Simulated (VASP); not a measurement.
VASP ran on this input.

File POSCAR:
```
VN
1
    0.0000000000     2.0260570000     2.1167170000
    2.1273930000     0.0000000000     2.1167170000
    2.1273930000     2.0260570000     0.0000000000
V N
1 1
Direct
  0.0000000000   0.0000000000   0.0000000000
  0.4903130000   0.5096870000   0.5096870000
```

### KPOINTS
```
Automatic mesh
0
G
 14 14 14
```

INCAR:
```
ALGO = Normal
EDIFF = 1E-6
ENCUT = 520
GGA = PE
ISIF = 2
ISMEAR = 1
LASPH = .TRUE.
LCHARG = .FALSE.
LDAU = .TRUE.
LDAUJ = 0 0
LDAUL = 2 -1
LDAUPRINT = 1
LDAUTYPE = 2
LDAUU = 1.0 0
LMAXMIX = 4
LORBIT = 10
LREAL = .FALSE.
LWAVE = .FALSE.
NELM = 100
PREC = Accurate
SIGMA = 0.1
SYSTEM = VN
```

POTCAR, in this order: V_sv N (PBE.64 set). Program: vasp_std.

**Question.** Translate this PBE+U calculation to Quantum ESPRESSO's pw.x.

**Answer.** One equivalent input (not run):
```
&CONTROL
  calculation = 'scf'
  pseudo_dir = './pseudo'
  outdir = './out'
  tprnfor = .true.
  tstress = .true.
/
&SYSTEM
  ibrav = 0
  nat = 2
  ntyp = 2
  ecutwfc = 84
  occupations = 'smearing'
  smearing = 'methfessel-paxton'
  degauss = 0.00735
  input_dft = 'pbe'
/
&ELECTRONS
  conv_thr = 7.3e-08
  electron_maxstep = 100
/
ATOMIC_SPECIES
  V 50.941 V.upf
  N 14.007 N.upf
CELL_PARAMETERS angstrom
     0.0000000    2.0260570    2.1167170
     2.1273930    0.0000000    2.1167170
     2.1273930    2.0260570    0.0000000
ATOMIC_POSITIONS crystal
  V    0.0000000  0.0000000  0.0000000
  N    0.4903130  0.5096870  0.5096870
K_POINTS automatic
  14 14 14 0 0 0
HUBBARD {ortho-atomic}
U V-3d 1
```
The two are equivalent in intent, not identical: the potentials are each code's own (VASP's PAW set, PseudoDojo norm-conserving files in pw.x), so ENCUT and ecutwfc are chosen apart and not converted; conv_thr bounds pw.x's estimated SCF error, while EDIFF bounds the energy change between steps; the +U projectors differ (PAW spheres against orthogonalised atomic orbitals), so the same U acts differently.

The compound is VN in the rock salt structure, which distorts at low temperature. The cell was not relaxed at this level, atoms are displaced from their ideal sites. The run is one of a series of settings (LDAU = .TRUE., LDAUJ = 0 0, LDAUL = 2 -1, LDAUTYPE = 2, LDAUU = 1.0 0 against the base run), some of them coarse on purpose.
